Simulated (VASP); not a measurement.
An input for Ansatz (written as the equivalent of a VASP run, and not itself run):

Ansatz 0.2 input:
```yaml
crystal:
  lattice:
    - [4.6200000, 0.0000000, 0.0000000]
    - [0.0000000, 4.6200000, 0.0000000]
    - [0.0000000, 0.0000000, 3.0500000]
  atoms:
    - { symbol: Mg, position: [0.0000000, 0.0000000, 0.0000000] }
    - { symbol: Mg, position: [0.5000000, 0.5000000, 0.5000000] }
    - { symbol: F, position: [0.3030000, 0.3030000, 0.0000000] }
    - { symbol: F, position: [0.8030000, 0.1970000, 0.5000000] }
    - { symbol: F, position: [0.1970000, 0.8030000, 0.5000000] }
    - { symbol: F, position: [0.6970000, 0.6970000, 0.0000000] }
kpoints:
  mp_grid: { grid: [5, 5, 7] }
hamiltonian:
  xc: pbesol
  pseudopotentials: { kind: paw }
scf:
  occupations: { method: gaussian, width: 0.05 }
  max_iter: 100
relax:
  max_steps: 60
  f_tol: 0.02
  cell: {}
output: { forces: true, stress: true, eigenvalues: true }
```

Question: Write the VASP files for the same calculation (PBEsol).

Answer: Several could match; the one computed here: 
KPOINTS:
```
Automatic mesh
0
Gamma
5 5 7
0 0 0
```

### POSCAR
```
MgF2
1
    4.6200000000     0.0000000000     0.0000000000
    0.0000000000     4.6200000000     0.0000000000
    0.0000000000     0.0000000000     3.0500000000
Mg F
2 4
Direct
  0.0000000000   0.0000000000   0.0000000000
  0.5000000000   0.5000000000   0.5000000000
  0.3030000000   0.3030000000   0.0000000000
  0.8030000000   0.1970000000   0.5000000000
  0.1970000000   0.8030000000   0.5000000000
  0.6970000000   0.6970000000   0.0000000000
```

**INCAR**
```
! general
SYSTEM=MgF2
PREC  =Accurate
ENCUT =530   ! plane-wave cut-off (eV)
LREAL =F   ! projection in real space or not
LASPH =T

! electronic loop
EDIFF =1E-6   ! SCF stop (eV)
NELM  =100
ALGO  =Normal

! smearing
ISMEAR=0   ! Gaussian
SIGMA =0.05

! functional
GGA   =PS   ! PBEsol

! ions
IBRION=2   ! conjugate gradients
NSW   =60   ! most ionic steps
ISIF  =3
EDIFFG=-0.02   ! ionic stop

! output
LWAVE =F
LCHARG=F
```

POTCAR, in this order: Mg F (PBE.64 set). Program: vasp_std.

The two are equivalent in intent, not identical: each code has its own PAW files, so the cut-off isn't converted (ENCUT is set for VASP's; basis.ecutwfc is left out, and Ansatz then takes the one that its files recommend); Ansatz stops its SCF on the density residual and VASP on the energy change (EDIFF).

The compound is MgF2 in the rutile structure. This run relaxes it. Symmetry was kept, so distortions that lower it aren't found. The start is the result of an earlier pass.
